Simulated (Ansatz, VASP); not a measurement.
**Cross-check of KTaO3 between VASP and Ansatz**

One calculation is typed for both programs; each brings its own data sets. How far apart do they land? The cell is taken from a series of runs on this material, whose earlier steps may have relaxed, scaled, displaced or heated it; both programs get it as it stands.

Calculated with Ansatz 0.2.0; plane waves, with VASP 6.6.1 beside it; zone-centre phonons at PBE.

## 1. Set-up

Symmetry: Pm-3m, No. 221, cubic system. The conventional cell has a = 3.941 Å, b = 3.941 Å, c = 3.941 Å, α = 90.00°, β = 90.00°, γ = 90.00°. Nearest to O lie 2 Ta at 1.97 Å and 4 K at 2.79 Å. Nearest to K lie 12 O at 2.79 Å. Nearest to Ta lie 6 O at 1.97 Å. Farther neighbours and most contacts between anions are not listed.

## 2. Ansatz: zone-centre phonons, PBE

Ansatz runs on its PAW soft_1 files.

Second derivatives magnify differences that forces hide, and they need a tight electronic threshold.

File input.yaml:

```yaml
crystal:
  lattice:
    - [3.9410706354, 0.0, 0.0]
    - [0.0, 3.9410706354, 0.0]
    - [0.0, 0.0, 3.9410706354]
  atoms:
    - { symbol: O, position: [0.5, 0.0, 0.0] }
    - { symbol: O, position: [0.0, 0.5, 0.0] }
    - { symbol: O, position: [0.0, 0.0, 0.5] }
    - { symbol: K, position: [0.5, 0.5, 0.5] }
    - { symbol: Ta, position: [0.0, 0.0, 0.0] }
kpoints:
  mp_grid: { grid: [8, 8, 8] }
hamiltonian:
  xc: pbe
  pseudopotentials: { kind: paw, azcp: { folder: soft_1 } }
scf:
  occupations: { method: fixed }
output:
  eigenvalues: true
phonons:
  method: dfpt
  dielectric: true
  rigid_motions: translations
```

Command:

```
> ansatz run input.yaml --threads 4 --pin off --max-ram 16384MiB --backend cpu --events-out ev --progress --plain --runs-dir out
```

Numbers of over 12 decimals in the logs are rounded to 6 here.

Output:

```text
Engine: ansatz 0.2.0, x86_64-unknown-linux-gnu
Pseudopotentials: kind: paw
Pseudopotential: O, paw, valence charge 6, recommended cutoff 420 eV (normal), soft_1/O.paw.azcp
Pseudopotential: K, paw, valence charge 9, recommended cutoff 420 eV (normal), soft_1/K.paw.azcp
Pseudopotential: Ta, paw, valence charge 13, recommended cutoff 420 eV (normal), soft_1/Ta.paw.azcp
Functional definition: PBE
  parameter kappa = 0.804
  parameter beta = 0.066725
  exchange = pbe_x(kappa = kappa, mu = beta*pi^2/3)
  correlation = pbe_c(beta = beta)
Crystal: 5 atoms, lattice volume = 61.213 Å³
Basis set: ecut = 420 eV, 1213 PW (Γ), exchange–correlation on 54×54×54 points (8 copies of the dense FFT grid, shifted against one another)
Bands: 25, of which v1, the nominal top of the filled ones, is band 20 counted from 1 (19 counted from 0)
Symmetry: 48 space group operations
k-points: 170 of 512 (irreducible under 2 space group operations, time reversal used)
Non-local potential: O, projectors of the file, l = 0: 2, l = 1: 2, l = 2: 1
Non-local potential: K, projectors of the file, l = 0: 3, l = 1: 2, l = 2: 2
Non-local potential: Ta, projectors of the file, l = 0: 3, l = 1: 2, l = 2: 2, l = 3: 1
PAW form: soft (Blöchl's): semilocal exchange-correlation on the pseudo side does not see the compensation charge
PAW one-centre angular grid: O, 110 points (default); XC on 64 Gauss nodes
PAW one-centre angular grid: K, 110 points (default); XC on 64 Gauss nodes
PAW one-centre angular grid: Ta, 590 points (default); XC on 64 Gauss nodes
Initial density: superposition of atomic densities (chi_scale 0.1, normalization cell, long waves kept (reshape's long-wave potential 0.00 eV rms))
Initial wavefunctions: pseudopotential atomic-orbital guess
Functional: x = pbe(κ = 0.804, μ = 0.219515), c = pbe(β = 0.066725)
SCF iter   1: F=—  HF=-13179.569721 eV  |F-HF|=—  |Δ(HF+E_count)|=         —  Δρ=5.95e-2  dr2=2.07e0  ethr=3.10e-3  ⟨swp⟩=4.3  Hψ=18099  notcnv=0  defer=451
preconditioner: auto → Resta (q_TF=auto, 2.542 Å⁻¹)  ε∞=4.4  [insulator: Δε(μ)=2.862 eV  Ē_g=14.098 eV  n_scr=18 (ndim 8)  ℏωp=26.0 eV  f_vac=0.000  ε∞_Penn≈4.4]
SCF iter   2: F=—  HF=-13179.180080 eV  |F-HF|=—  |Δ(HF+E_count)|=   3.90e-1  Δρ=3.13e-2  dr2=4.84e-1  ethr=3.10e-3  ⟨swp⟩=2.0  Hψ=8137  notcnv=0  defer=387
SCF iter   3: F=—  HF=-13179.113475 eV  |F-HF|=—  |Δ(HF+E_count)|=   6.66e-2  Δρ=1.36e-2  dr2=1.06e-1  ethr=1.21e-3  ⟨swp⟩=2.0  Hψ=7239  notcnv=0  defer=415
SCF iter   4: F=—  HF=-13179.101477 eV  |F-HF|=—  |Δ(HF+E_count)|=   1.20e-2  Δρ=4.12e-3  dr2=6.37e-3  ethr=2.64e-4  ⟨swp⟩=2.1  Hψ=6819  notcnv=0  defer=468
SCF iter   5: F=—  HF=-13179.103965 eV  |F-HF|=—  |Δ(HF+E_count)|=   2.49e-3  Δρ=5.48e-4  dr2=1.46e-4  ethr=1.59e-5  ⟨swp⟩=2.0  Hψ=6409  notcnv=0  defer=490
SCF iter   6: F=—  HF=-13179.104152 eV  |F-HF|=—  |Δ(HF+E_count)|=   1.88e-4  Δρ=1.02e-4  dr2=5.50e-6  ethr=3.66e-7  ⟨swp⟩=2.0  Hψ=6691  notcnv=0  defer=446
SCF iter   7: F=—  HF=-13179.104156 eV  |F-HF|=—  |Δ(HF+E_count)|=   4.18e-6  Δρ=1.64e-5  dr2=1.86e-7  ethr=1.37e-8  ⟨swp⟩=2.1  Hψ=6375  notcnv=0  defer=285
SCF iter   8: F=—  HF=-13179.104157 eV  |F-HF|=—  |Δ(HF+E_count)|=   1.27e-6  Δρ=4.31e-6  dr2=1.46e-8  ethr=4.64e-10  ⟨swp⟩=2.0  Hψ=6469  notcnv=0  defer=225
SCF iter   9: F=—  HF=-13179.104157 eV  |F-HF|=—  |Δ(HF+E_count)|=   2.58e-8  Δρ=9.58e-7  dr2=4.25e-10  ethr=3.64e-11  ⟨swp⟩=2.0  Hψ=6612  notcnv=0  defer=225
SCF iter  10: F=-13179.104157 eV  HF=-13179.104157 eV  |F-HF|=1.09e-11  |Δ(HF+E_count)|=  5.13e-10  Δρ=9.40e-8  dr2=2.65e-12  ethr=1.00e-12  ⟨swp⟩=12.7  Hψ=26628  notcnv=0
SCF 1 converged in 10 iterations: F = -13179.104157 eV  dr2 = 2.65e-12
  greatest PAW one-centre occupation: 1.000 electrons in one spin orbital (limit 2), on the Ta atom at site 4 (counted from 0), in its partial waves of l = 0
DFPT response loops at Γ: preconditioner auto → none (the input reference at scf.mixing.eps_inf says where Resta's filter doesn't serve); β = 0.50; Broyden in place of MSR1
── the response to a field inside a basis, on 8×8×8 k-points: an SCF that follows is theirs, and a resumed run solves both again ──
Bands: 21, of which v1, the nominal top of the filled ones, is band 20 counted from 1 (19 counted from 0)
k-points: 20 of 512
Initial density: handed on by an earlier stage of this run
Initial wavefunctions: pseudopotential atomic-orbital guess (no wavefunctions were taken with the density)
Eigensolver: Dense (20 Hₖ)
SCF iter   1: F=—  HF=-13179.099449 eV  |F-HF|=—  |Δ(HF+E_count)|=         —  Δρ=2.94e-4  dr2=8.77e-6  ethr=1.00e-1
preconditioner: auto → Resta (q_TF=auto, 2.542 Å⁻¹)  ε∞=6.3  [insulator: Δε(μ)=2.594 eV  Ē_g=11.270 eV  n_scr=18 (ndim 8)  ℏωp=26.0 eV  f_vac=0.011  ε∞_Penn≈6.3]
SCF iter   2: F=—  HF=-13179.099453 eV  |F-HF|=—  |Δ(HF+E_count)|=   4.15e-6  Δρ=1.36e-4  dr2=2.50e-6  ethr=2.19e-8
SCF iter   3: F=—  HF=-13179.099455 eV  |F-HF|=—  |Δ(HF+E_count)|=   1.74e-6  Δρ=5.20e-5  dr2=2.99e-7  ethr=6.25e-9
SCF iter   4: F=-13179.099455 eV  HF=-13179.099455 eV  |F-HF|=4.63e-9  |Δ(HF+E_count)|=   2.58e-7  Δρ=4.25e-6  dr2=1.47e-8  ethr=7.46e-10
SCF 1 converged in 4 iterations: F = -13179.099455 eV  dr2 = 1.47e-8
DFPT response loops at Γ: mixed as the last ones told, above
SCF converged after 10 iterations
Free energy (F): -13179.104157 eV
Harris-Foulkes:  -13179.104157 eV  (|F-HF|=1.09e-11)
Internal energy: -13179.104157 eV  (E = F + TS)
E sigma→0 (E₀):  -13179.104157 eV
Fermi energy:    9.226765 eV
--- Per-component energies (eV) ---
  E_band       = -234.238640
  E_kinetic    = 1155.555836
  E_local      = -2171.273574  (includes V_loc(G=0)·N_el)
  E_nonlocal   = 161.596265
  E_hartree    = 779.505537
  E_xc         = -672.932795
  E_vxc        = -675.074952  (∫ρ·V_xc dr)
  E_paw        = -9576.409921  (= ΣΔE_a)
  E_vpaw       = -264.055764  (= ΣTr[D̂ρ^β])
  E_aug_tail   = 0.002477  (compensation charges beyond the density's cutoff)
  E_ewald      = -2855.147984
  E_smearing   = -0.000000  (= −TS)
  E_closure    = 0.000000  (closes the sum)
  Σ components = -13179.104157   (vs F -13179.104157, Δ=0.00e0)
--- Band table (eV; the first three rows and the last of 170) ---
  k-point 0: bands = [... 16 lower, 8.1120, 8.6218, 8.6218, 8.6218, 11.5383, 11.5383, 11.5383, 16.1536, ... 1 higher]
  k-point 1: bands = [... 16 lower, 8.0350, 8.1482, 8.5383, 8.5383, 11.5629, 12.0406, 12.0406, 16.4269, ... 1 higher]
  k-point 2: bands = [... 16 lower, 7.5118, 7.8577, 8.4554, 8.4554, 11.6237, 13.0973, 13.0973, 16.5144, ... 1 higher]
  k-point 169: bands = [... 16 lower, 5.2240, 9.2268, 9.2268, 9.2268, 16.0759, 16.0759, 16.0759, 18.2383, ... 1 higher]
--- Phonons (Γ-DFPT): 4 representative perturbations + reference, on 170 of 512 k-points (Σ response iterations 12) ---
  k mesh reduced under 2 symmetry operations, with k and −k counted as one. Each operation leaves every solved perturbation unchanged. A smaller set is not considered because the run solves the response to a homogeneous field
  ASR residual: 2.311e-3 → 0.000e0 eV/Å²; symmetrization residual: 5.924e-6 eV/Å²
  ASR residual per site (eV/Å²): 2.15e-3 2.15e-3 2.15e-3 3.24e-6 2.31e-3
  Γ frequencies (cm⁻¹): 0.00 0.00 0.00 123.16 123.16 123.16 204.41 204.41 204.41 247.37 247.37 247.37 588.84 588.84 588.84
  ε∞ (high-frequency dielectric tensor):
        5.264046     0.000000     0.000000
        0.000000     5.264046     0.000000
        0.000000     0.000000     5.264046
  ε⁰ (static dielectric tensor: ions relaxed, cell fixed):
       97.438184    -0.000000     0.000000
       -0.000000    97.438184     0.000000
        0.000000     0.000000    97.438184
  ε⁰ − ε∞ (ionic part):
       92.174138    -0.000000     0.000000
       -0.000000    92.174138     0.000000
        0.000000     0.000000    92.174138
  softest optical mode at Γ: 123.16 cm⁻¹; the repairs (sum rule, projections) moved no ω² at Γ by more than (6.17 cm⁻¹)²
  Born effective charges Z* (e; rows j = field, columns β = displacement):
    site 0:
        -6.46092   -0.00000   -0.00000
        -0.00000   -1.66986    0.00000
        -0.00000    0.00000   -1.66986
    site 1:
        -1.66986    0.00000    0.00000
         0.00000   -6.46092   -0.00000
         0.00000   -0.00000   -1.66986
    site 2:
        -1.66986    0.00000   -0.00000
        -0.00000   -1.66986    0.00000
         0.00000    0.00000   -6.46092
    site 3:
         1.15550   -0.00000    0.00000
        -0.00000    1.15550    0.00000
         0.00000    0.00000    1.15550
    site 4:
         8.64515    0.00000    0.00000
        -0.00000    8.64515    0.00000
         0.00000    0.00000    8.64515
  Z* charge neutrality: 2.148e-3 e pre-enforcement
  solved inside a basis spanned on kpoints, on 8×8×8 k-points, its susceptibility summed on 12×12×12: ε∞ is read to err by 1.5e-2, Z* by 3.6e-2 e (field_mesh: kpoints solves on kpoints); Z* is corrected for what the basis lacks
  optical modes at Γ without the LO–TO term, one row a degenerate level:
      ω (cm⁻¹)  modes    IR ((D/Å)²/amu)
[...]
optical modes at Γ + LO–TO along q̂ = [1.0000, 0.0000, 0.0000]:
      ω (cm⁻¹)  modes    IR ((D/Å)²/amu)
[...]
optical modes at Γ + LO–TO along q̂ = [0.0000, 1.0000, 0.0000]:
      ω (cm⁻¹)  modes    IR ((D/Å)²/amu)
[...]
853.67      1            71.6918
  optical modes at Γ + LO–TO along q̂ = [0.0000, 0.0000, 1.0000]:
      ω (cm⁻¹)  modes    IR ((D/Å)²/amu)
        123.16      2            69.7835
        186.79      1             0.0738
        204.41      2            20.8447
        247.37      3             0.0000
        400.00      1             6.7879
        588.84      2            66.4789
        853.67      1            71.6918
```

(Continued in part 2 of 3.)

[Lines on the potential files, build, host, timing and source positions are cut from VASP's logs without a mark.]

[Logs are printed without paths, hosts, clocks, repeated set-up lines and the standing remarks that a program may print on its own settings, such as how far it seeks lower states.]

[Hosts, paths, dates, database ids (printed as entryN), source tags and the programs' standing remarks are cut or masked in the printed files.]
